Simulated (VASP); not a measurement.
These are PBE GGA, VASP's PBE PAW potentials (set 64) (plane waves; VASP) values and carry that method's errors.

A VASP calculation is set up with these files.

### INCAR
```
SYSTEM = K
PREC = Normal; ENCUT = 400; LREAL = .FALSE.
LASPH = .TRUE.
EDIFF = 1E-5; NELM = 100; NELMIN = 4
ALGO = Fast
ISMEAR = 1; SIGMA = 0.1
GGA = PE
IBRION = 2; NSW = 20; ISIF = 2
EDIFFG = -0.03
LWAVE = .FALSE.; LCHARG = .FALSE.
```

### KPOINTS
```
Automatic mesh
0
Gamma
12 12 12
0 0 0
```

### POSCAR
```
K
1
   -2.6400000000     2.6400000000     2.6400000000
    2.6400000000    -2.6400000000     2.6400000000
    2.6400000000     2.6400000000    -2.6400000000
K
1
Direct
  0.0000000000   0.0000000000   0.0000000000
```

POTCAR, in this order: K_sv (PBE.64 set). Program: vasp_std.

### Question
What will the output report for the number of irreducible k-points (NKPTS), largest plane-wave count, number of space-group operations, FFT grid (NGX, NGY, NGZ)?

### Answer

```
Property                                      Result
--------------------------------------  ------------
number of irreducible k-points (NKPTS)            72
largest plane-wave count                        1409
number of space-group operations                  48
FFT grid (NGX, NGY, NGZ)                24 × 24 × 24
```

The compound is K in the bcc structure. The cell was not relaxed at this level.
